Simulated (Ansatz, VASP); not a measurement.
**SrVO3: VASP beside Ansatz**

Aim: how closely do two programs agree when they are given the same cell, functional and k mesh? The cell is taken from a series of runs on this material, whose earlier steps may have relaxed, scaled, displaced or heated it; both programs get it as it stands.

Main program and level: Ansatz 0.2.0; plane waves, with VASP 6.6.1 beside it; relaxation of cell and atoms at PBE.

## (1) The structure

The structure is cubic, space group Pm-3m (No. 221). The conventional cell has a = 3.861 Å, b = 3.861 Å, c = 3.861 Å, α = 90.00°, β = 90.00°, γ = 90.00°. Nearest to Sr lie 12 O at 2.73 Å. Nearest to V lie 6 O at 1.93 Å. O has 2 V at 1.93 Å and 4 Sr at 2.73 Å nearest. Farther neighbours and most contacts between anions are not listed.

Coordinates:

```cif
data_structure
_symmetry_space_group_name_H-M 'Pm-3m'
_symmetry_Int_Tables_number 221
_cell_length_a 3.8608
_cell_length_b 3.8608
_cell_length_c 3.8608
_cell_angle_alpha 90.000
_cell_angle_beta 90.000
_cell_angle_gamma 90.000
_cell_volume 57.55
loop_
_atom_site_label
_atom_site_type_symbol
_atom_site_symmetry_multiplicity
_atom_site_Wyckoff_symbol
_atom_site_fract_x
_atom_site_fract_y
_atom_site_fract_z
_atom_site_occupancy
Sr1 Sr 1 a 0.00000 0.00000 0.00000 1
V1 V 1 b 0.50000 0.50000 0.50000 1
O1 O 3 c 0.00000 0.50000 0.50000 1
```

## (2) Ansatz: relaxation of cell and atoms, PBE

Ansatz runs on norm-conserving files, of PseudoDojo where its log says so.

The relaxed volume is the usual yardstick between codes: in a stiff, nearly cubic crystal its relative difference is about their pressure difference at one cell divided by the bulk modulus.

Input file input.yaml:

```yaml
crystal:
  lattice:
    - [3.8607585925, 0.0, 0.0]
    - [0.0, 3.8607585925, 0.0]
    - [0.0, 0.0, 3.8607585925]
  atoms:
    - { symbol: Sr, position: [0.5, 0.5, 0.5] }
    - { symbol: V, position: [0.0, 0.0, 0.0], spin: 0.42 }
    - { symbol: O, position: [0.5, 0.0, 0.0] }
    - { symbol: O, position: [0.0, 0.5, 0.0] }
    - { symbol: O, position: [0.0, 0.0, 0.5] }
kpoints:
  mp_grid: { grid: [8, 8, 8] }
hamiltonian:
  xc: pbe
  pseudopotentials: { kind: nc, accuracy: standard }
scf:
  occupations: { method: gaussian, width: 0.15 }
output:
  forces: true
  stress: true
  eigenvalues: true
  populations: true
magnetization:
  spin_polarized: true
relax:
  adjacent_minimum: "off"
  f_tol: 0.001
  max_steps: 60
  cell: { stress_tol: 0.01 }
```

Command:

```
ansatz run input.yaml --threads 8 --pin off --max-ram 20480MiB --backend cpu --events-out ev --progress --plain --runs-dir out
```

Numbers of over 12 decimals in the logs are rounded to 6 here.

The log of the run:

```text
Engine: ansatz 0.2.0, x86_64-unknown-linux-gnu
Pseudopotentials: kind: nc
Pseudopotential: Sr, nc, valence charge 10, recommended cutoff 925.187132 eV (normal), Sr.nc.azcp (PseudoDojo's, or run here from an input of PseudoDojo's; its table is named by hamiltonian.pseudopotentials.accuracy)
Pseudopotential: V, nc, valence charge 13, recommended cutoff 1142.878222 eV (normal), V.nc.azcp (PseudoDojo's, or run here from an input of PseudoDojo's; its table is named by hamiltonian.pseudopotentials.accuracy)
Pseudopotential: O, nc, valence charge 6, recommended cutoff 1142.878222 eV (normal), O.nc.azcp (PseudoDojo's, or run here from an input of PseudoDojo's; its table is named by hamiltonian.pseudopotentials.accuracy)
Functional definition: PBE
  parameter kappa = 0.804
  parameter beta = 0.066725
  exchange = pbe_x(kappa = kappa, mu = beta*pi^2/3)
  correlation = pbe_c(beta = beta)
Crystal: 5 atoms, lattice volume = 57.546 Å³
Basis set: ecut = 1142.878222 eV, 5041 PW (Γ), exchange–correlation on 90×90×90 points (8 copies of the dense FFT grid, shifted against one another)
Bands: 26, of which v1, the nominal top of the filled ones, is band 21 counted from 1 (20 counted from 0)
Symmetry: 48 space group operations
Space group: Pm-3m (ITA 221), of the structure as read, at distance tolerance 3.9e-5 Å
Magnetic group: BNS 221.92 (UNI 1594), of the structure as read, at distance tolerance 3.9e-5 Å
k-points: 35 of 512
Non-local potential: Sr, projectors of the file, l = 0: 2, l = 1: 2, l = 2: 2
Non-local potential: V, projectors of the file, l = 0: 2, l = 1: 2, l = 2: 2
Non-local potential: O, projectors of the file, l = 0: 2, l = 1: 2, l = 2: 1
Initial density: superposition of atomic densities (chi_scale 0.1, normalization cell, long waves kept (reshape's long-wave potential 0.00 eV rms))
Starting moments: Σ|m| = 0.42 μB on 1 of 5 sites
Initial wavefunctions: pseudopotential atomic-orbital guess
Functional: x = pbe(κ = 0.804, μ = 0.219515), c = pbe(β = 0.066725)
iter 1 solved again at ethr=2.83e-3 eV; its pass at ethr=3.10e-3 eV (dr2=1.16e0 eV) is discarded
SCF iter   1: F=—  HF=-4297.651098 eV  |F-HF|=—  |Δ(HF+E_count)|=         —  Δρ=2.76e-2 (↑2.76e-2 ↓2.52e-2)  dr2=1.19e0  dr2_m=4.45e-2  M=0.195 μB ∫|m|=0.248 μB  β_m=0.30  ethr=2.83e-3  ⟨swp⟩=1.0  Hψ=11402  notcnv=0
preconditioner: auto → Kerker (q_TF=auto, 2.578 Å⁻¹)  [metal: Δε(μ)=0.073 eV  Ē_g=12.388 eV  σ=0.150 eV  W_gap=0.25  n_scr=18 (ndim 8)  ℏωp=27.3 eV  f_vac=0.000  D(μ)=1.97/eV (n_scr^D=18)]
spin=Collinear: Kerker preconditioning applied to the charge; magnetization (m = ρ↑ − ρ↓) channel mixes plain (no charge-response kernel on spin).
SCF iter   2: F=—  HF=-4297.497970 eV  |F-HF|=—  |Δ(HF+E_count)|=   1.53e-1  Δρ=2.00e-2 (↑2.00e-2 ↓1.86e-2)  dr2=7.08e-1  dr2_m=2.56e-2  M=0.183 μB ∫|m|=0.231 μB  β_m=0.30  ethr=2.83e-3  ⟨swp⟩=2.2  Hψ=1934  notcnv=0
SCF iter   3: F=—  HF=-4297.304069 eV  |F-HF|=—  |Δ(HF+E_count)|=   1.94e-1  Δρ=9.35e-3 (↑6.54e-3 ↓9.35e-3)  dr2=6.59e-2  dr2_m=1.41e-2  M=0.175 μB ∫|m|=0.220 μB  β_m=0.30  ethr=1.73e-3  ⟨swp⟩=3.3  Hψ=3603  notcnv=0  defer=7
SCF iter   4: F=—  HF=-4297.300005 eV  |F-HF|=—  |Δ(HF+E_count)|=   4.06e-3  Δρ=5.43e-3 (↑4.57e-3 ↓5.43e-3)  dr2=1.01e-2  dr2_m=8.84e-3  M=0.167 μB ∫|m|=0.205 μB  β_m=0.30  ethr=1.61e-4  ⟨swp⟩=2.6  Hψ=3436  notcnv=0  defer=9
SCF iter   5: F=—  HF=-4297.303354 eV  |F-HF|=—  |Δ(HF+E_count)|=   3.35e-3  Δρ=3.94e-3 (↑3.94e-3 ↓3.26e-3)  dr2=2.81e-3  dr2_m=5.56e-3  M=0.160 μB ∫|m|=0.194 μB  β_m=0.30  ethr=2.45e-5  ⟨swp⟩=2.7  Hψ=3158  notcnv=0  defer=9
SCF iter   6: F=—  HF=-4297.305410 eV  |F-HF|=—  |Δ(HF+E_count)|=   2.06e-3  Δρ=2.76e-3 (↑2.76e-3 ↓2.42e-3)  dr2=3.00e-4  dr2_m=3.44e-3  M=0.155 μB ∫|m|=0.184 μB  β_m=0.30  ethr=6.84e-6  ⟨swp⟩=2.5  Hψ=2713  notcnv=0  defer=9
SCF iter   7: F=—  HF=-4297.306078 eV  |F-HF|=—  |Δ(HF+E_count)|=   6.68e-4  Δρ=2.06e-3 (↑2.04e-3 ↓2.06e-3)  dr2=3.16e-5  dr2_m=2.19e-3  M=0.151 μB ∫|m|=0.176 μB  β_m=0.30  ethr=7.31e-7  ⟨swp⟩=2.2  Hψ=3031  notcnv=0  defer=10
SCF iter   8: F=—  HF=-4297.306328 eV  |F-HF|=—  |Δ(HF+E_count)|=   2.50e-4  Δρ=1.66e-3 (↑1.64e-3 ↓1.66e-3)  dr2=6.98e-6  dr2_m=1.43e-3  M=0.147 μB ∫|m|=0.169 μB  β_m=0.30  ethr=7.70e-8  ⟨swp⟩=2.3  Hψ=3262  notcnv=0  defer=11
Mixer restart at iter 8: flushing history
spin-set hold released at iteration 8 (site moments contracting): the magnetisation degrees of freedom join the quasi-Newton model from the next iteration; the mixer history was flushed
[...]
SCF 3 converged in 8 iterations: F = -4297.308036 eV  dr2 = 8.11e-11
relax step   3: F+E_penalty+E_count = -4297.30803559 eV  Δ(F+E_penalty+E_count) = -4.463e-5 eV  max|allowed force component| = 9.046e-30 eV/Å  Δτ_max = 0.0000 Å  P = +0.001 GPa  Ω = 57.261 Å³  energy of the carried Pulay correction = +7.527e-5 eV  (8 SCF iters, dr2 threshold 7.64e-8 eV, accepted)
Initial wavefunctions: pseudopotential atomic-orbital guess (no wavefunctions were taken with the density)
iter 1 solved again at ethr=4.91e-7 eV; its pass at ethr=3.10e-3 eV (dr2=2.01e-4 eV) is discarded
SCF iter   1: F=—  HF=-4297.308048 eV  |F-HF|=—  |Δ(HF+E_count)|=         —  Δρ=5.37e-6 (↑5.37e-6 ↓5.37e-6)  dr2=1.12e-8  dr2_m=7.44e-12  M=0.095 μB ∫|m|=0.099 μB  β_m=0.30  ethr=4.91e-7  ⟨swp⟩=4.0  Hψ=14540  notcnv=0
eigensolver tolerance schedule: the retry pair's looser diagonalisation over-reported the residual by 17882.57 of it (diagonalisation noise at an unbounded share of the residual, at the tolerance the schedule requests for it); recorded, not acted on — ethr = c·dr2/N_el stays at c = 1.0e-1
spin=Collinear: Kerker preconditioning applied to the charge; magnetization (m = ρ↑ − ρ↓) channel mixes plain (no charge-response kernel on spin).
SCF iter   2: F=—  HF=-4297.307960 eV  |F-HF|=—  |Δ(HF+E_count)|=   8.88e-5  Δρ=3.87e-6 (↑3.87e-6 ↓3.81e-6)  dr2=4.80e-9  dr2_m=6.61e-12  M=0.095 μB ∫|m|=0.099 μB  β_m=0.28  ethr=2.74e-11  ⟨swp⟩=4.1  Hψ=5686  notcnv=0
SCF iter   3: F=—  HF=-4297.307960 eV  |F-HF|=—  |Δ(HF+E_count)|=   3.76e-9  Δρ=2.93e-6 (↑2.93e-6 ↓2.89e-6)  dr2=1.49e-9  dr2_m=5.49e-12  M=0.095 μB ∫|m|=0.099 μB  β_m=0.64  ethr=1.17e-11  ⟨swp⟩=1.0  Hψ=1820  notcnv=0
SCF iter   4: F=—  HF=-4297.307960 eV  |F-HF|=—  |Δ(HF+E_count)|=   7.49e-9  Δρ=4.50e-7 (↑4.47e-7 ↓4.50e-7)  dr2=9.67e-11  dr2_m=3.18e-12  M=0.095 μB ∫|m|=0.099 μB  β_m=0.64  ethr=3.63e-12  ⟨swp⟩=2.0  Hψ=2876  notcnv=0
SCF iter   5: F=—  HF=-4297.307960 eV  |F-HF|=—  |Δ(HF+E_count)|=  1.54e-10  Δρ=2.32e-7 (↑2.04e-7 ↓2.32e-7)  dr2=7.03e-11  dr2_m=2.46e-12  M=0.095 μB ∫|m|=0.099 μB  β_m=0.82  ethr=1.00e-12  ⟨swp⟩=1.0  Hψ=1820  notcnv=0
SCF iter   6: F=—  HF=-4297.307960 eV  |F-HF|=—  |Δ(HF+E_count)|=  1.09e-11  Δρ=7.53e-8 (↑5.78e-8 ↓7.53e-8)  dr2=2.94e-12  dr2_m=1.48e-12  M=0.095 μB ∫|m|=0.099 μB  β_m=0.91  ethr=1.00e-12  ⟨swp⟩=1.0  Hψ=1820  notcnv=0
SCF iter   7: F=—  HF=-4297.307960 eV  |F-HF|=—  |Δ(HF+E_count)|=  3.64e-12  Δρ=6.96e-8 (↑6.96e-8 ↓5.14e-8)  dr2=4.46e-12  dr2_m=5.72e-13  M=0.095 μB ∫|m|=0.099 μB  β_m=0.95  ethr=1.00e-12  ⟨swp⟩=7.1  Hψ=9193  notcnv=0
SCF iter   8: F=—  HF=-4297.307960 eV  |F-HF|=—  |Δ(HF+E_count)|=    0.00e0  Δρ=5.48e-8 (↑5.48e-8 ↓5.02e-8)  dr2=3.09e-12  dr2_m=2.12e-13  M=0.095 μB ∫|m|=0.099 μB  β_m=0.98  ethr=1.00e-12  ⟨swp⟩=1.0  Hψ=1820  notcnv=0
SCF iter   9: F=-4297.307960 eV  HF=-4297.307960 eV  |F-HF|=0.00e0  |Δ(HF+E_count)|=  9.09e-13  Δρ=3.39e-8 (↑3.39e-8 ↓3.23e-8)  dr2=1.67e-12  dr2_m=1.44e-14  M=0.095 μB ∫|m|=0.099 μB  ethr=1.00e-12  ⟨swp⟩=4.0  Hψ=7544  notcnv=0
SCF 4 converged in 9 iterations: F = -4297.307960 eV  dr2 = 1.67e-12
relax step   4: F+E_penalty+E_count = -4297.30795965 eV  Δ(F+E_penalty+E_count) = +7.594e-5 eV  max|allowed force component| = 2.485e-30 eV/Å  Δτ_max = 0.0000 Å  P = -0.003 GPa  Ω = 57.261 Å³  stress off target by 2.83e-3 GPa  SCF on the basis re-selected at this cell (its energy is not comparable with the rows above)  (9 SCF iters)
basis re-selected at this cell: Δ(F+E_penalty+E_count) = +7.594e-5 eV, ΔP = -0.004 GPa vs the last step (what re-selecting the basis moved, of the pressure what is left beyond the Pulay correction that the steps carried, after the strain that the cell walked since its last selection, with what the two solves' SCF thresholds leave and, on support functions, any second-order correction that the steps lacked; it is no m [...]
SCF converged after 9 iterations
Magnetization: 0.0951 μB (20.5476 up, 20.4524 down)
Absolute magnetization: 0.0994 μB (∫|ρ↑−ρ↓|)
Spin contamination: 0.0002 ħ² per cell (⟨S²⟩ above its minimum at these occupations)
Per-site moments (μB) at R_I (Å): [(2.546783323908146e-5, 1.124247), (0.073188, 0.794963), (9.880684963473652e-5, 0.794963), (9.88068496348595e-5, 0.794963), (9.88068496347597e-5, 0.794963)]
Free energy (F): -4297.307960 eV
Harris-Foulkes:  -4297.307960 eV  (|F-HF|=0.00e0)
Internal energy: -4297.286344 eV  (E = F + TS)
E sigma→0 (E₀):  -4297.297152 eV
Entropy (-TS):   -0.021615 eV (-4.323 meV/atom)
Fermi energy:    12.540315 eV
--- Per-component energies (eV) ---
  E_band       = -223.213406
  E_kinetic    = 1970.735626
  E_local      = -3199.557868  (includes V_loc(G=0)·N_el)
  E_nonlocal   = -47.632179
  E_hartree    = 959.861250
  E_xc         = -882.496609
  E_vxc        = -866.481450  (∫ρ·V_xc dr)
  E_ewald      = -3098.196564
  E_smearing   = -0.021615  (= −TS)
  E_closure    = 0.000000  (closes the sum)
  Σ components = -4297.307960   (vs F -4297.307960, Δ=0.00e0)
--- Forces (eV/Å), atoms counted from 1 ---
  atom   1  Sr     0.00000000    -0.00000000    -0.00000000
  atom   2  V     -0.00000000     0.00000000     0.00000000
  atom   3  O      0.00000000    -0.00000000    -0.00000000
  atom   4  O     -0.00000000    -0.00000000     0.00000000
  atom   5  O     -0.00000000    -0.00000000    -0.00000000
  max |Σ_I F_I| component: 5.98e-30 eV/Å
--- Stress (GPa, compression-positive) ---
       -0.002831      -0.000000       0.000000
       -0.000000      -0.002831      -0.000000
        0.000000      -0.000000      -0.002831
  P = ⅓ Tr σ = -0.0028 GPa (-0.028 kbar)
--- Band table (eV; the first three rows and the last of 70) ---
  k-point 0 ↑: bands = [... 17 lower, 10.0140, 10.0140, 10.0140, 11.4700, 11.4700, 11.4700, 13.7072, 13.7072, ... 1 higher]
  k-point 1 ↑: bands = [... 17 lower, 9.5299, 9.8875, 9.8875, 11.4866, 11.8601, 11.8601, 13.7102, 14.2046, ... 1 higher]
  k-point 2 ↑: bands = [... 17 lower, 8.7548, 9.7270, 9.7270, 11.5273, 12.5662, 12.5662, 13.7158, 15.0780, ... 1 higher]
  k-point 34 ↓: bands = [... 17 lower, 10.4073, 10.4073, 10.4073, 14.0351, 14.0351, 14.0351, 17.6740, 17.6740, ... 1 higher]
--- Relaxed structure (3 steps of the walk, 3 accepted, 1 SCFs on fresh bases) ---
  F+E_penalty+E_count = -4297.30795965 eV   max|allowed force component| = 2.485e-30 eV/Å   (the final SCF, on the basis selected at the relaxed cell)
  cell:  # Å, volume = 57.2609 Å³
    - [3.854364, 0, 0]
    - [0, 3.854364, 0]
    - [0, 0, 3.854364]
  atoms:
    - { symbol: Sr, position: [0.5, 0.5, 0.5] }
    - { symbol: V, position: [0, 0, 0] }
    - { symbol: O, position: [0.5, 0, 0] }
    - { symbol: O, position: [0, 0.5, 0] }
    - { symbol: O, position: [0, 0, 0.5] }
--- Löwdin populations: 5 sites ---
  site symbol       q [e]    m [muB]
     0     Sr      8.2624    -0.0000
     1      V     11.8303     0.0955
     2      O      6.8676    -0.0004
     3      O      6.8676    -0.0004
     4      O      6.8676    -0.0004
  spilling = 0.007429 (of n_electrons = 41.000000)
```

(Continued in part 2 of 2.)

[Lines on the potential files, build, host, timing and source positions are cut from VASP's logs without a mark.]

[Logs are printed without paths, hosts, clocks, repeated set-up lines and the standing remarks that a program may print on its own settings, such as how far it seeks lower states.]

[Hosts, paths, dates, database ids (printed as entryN), source tags and the programs' standing remarks are cut or masked in the printed files.]
